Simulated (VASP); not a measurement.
Set up this calculation in VASP 6.6.1, as the native input.

```
Task                   : relaxation of cell and atoms
Functional             : LDA
Potentials or basis    : VASP PAW LDA potentials, release 64 (Li_sv, Bi_d, S)
Cutoff                 : 600 eV
k mesh                 : 5 × 5 × 5
Occupations            : fermi-dirac, width 0.05 eV
Spin                   : no spin polarisation
Target pressure        : 2 GPa
Further INCAR settings : ALGO = Normal; EDIFF = 1e-07; IBRION = 2; EDIFFG = -0.01; NSW = 60; ISIF = 3
Target pressure        : 2 GPa
```

The structure of LiBiS3 lies in POSCAR:

```
LiBiS3
1.0
    4.5614400000      0.0000000000      0.0000000000
    0.0000000000      4.5614400000      0.0000000000
    0.0000000000      0.0000000000      4.5614400000
Li Bi S
1 1 3
Direct
    0.5000000000      0.5000000000      0.5000000000
    0.0000000000      0.0000000000      0.0000000000
    0.5000000000      0.5000000000      0.0000000000
    0.0000000000      0.5000000000      0.5000000000
    0.5000000000      0.0000000000      0.5000000000
```

The cell was built by a generator and needn't be a form met in nature.

The input as run:

INCAR

```
PREC     = Accurate       # precision mode
ENCUT    = 600            # plane-wave cutoff, eV
EDIFF    = 1E-7           # SCF threshold, eV
ISMEAR   = -1             # smearing method
SIGMA    = 0.05           # smearing width, eV
LREAL    = False          # projectors in reciprocal space
LASPH    = True           # aspherical terms in the spheres
NELM     = 60             # most SCF steps
ALGO     = Normal         # electronic algorithm
ISIF     = 3              # what is computed and relaxed
LWAVE    = False          # write WAVECAR
LCHARG   = False          # write CHGCAR
IBRION   = 2              # ionic algorithm
NSW      = 60             # ionic steps
EDIFFG   = -0.01          # ionic threshold
PSTRESS  = 20
```

KPOINTS

```
Automatic mesh
0
Gamma
  5 5 5
```

Potentials or basis: VASP PAW LDA potentials, release 64 (Li_sv, Bi_d, S).

Launch:

```bash
$ cat potpaw_LDA.64/Li_sv/POTCAR potpaw_LDA.64/Bi_d/POTCAR potpaw_LDA.64/S/POTCAR > POTCAR
$ mpirun -np 1 vasp_std > vasp.out
```

It gave:

```
Relaxed volume                                         : 17.02 Å³/atom
Relaxed cell                                           : a = 4.399 Å, b = 4.399 Å, c = 4.399 Å, α = 90.00°, β = 90.00°, γ = 90.00°
Space group after relaxing (to 0.05 Å)                 : Pm-3m (No. 221)
Energy change on relaxing (the enthalpy is what falls) : -23.8 meV/atom
Ionic steps                                            : 3
Pressure after relaxing                                : 2.0 GPa
Band gap on the k mesh                                 : none (metal or under the smearing width)
```

Caveat: the cutoff is under 1.25 times the usual one of these potentials, so pressure, stress and relaxed cells hold a basis-set (Pulay) error; the cell is relaxed towards a set pressure, so the enthalpy falls and the energy may rise; spin-orbit coupling is left out, which moves the levels of the heavy elements.

It took 22 s on 1 thread of Intel(R) Xeon(R) 6975P-C (Granite Rapids), on a shared host, peak memory 0.19 GiB.
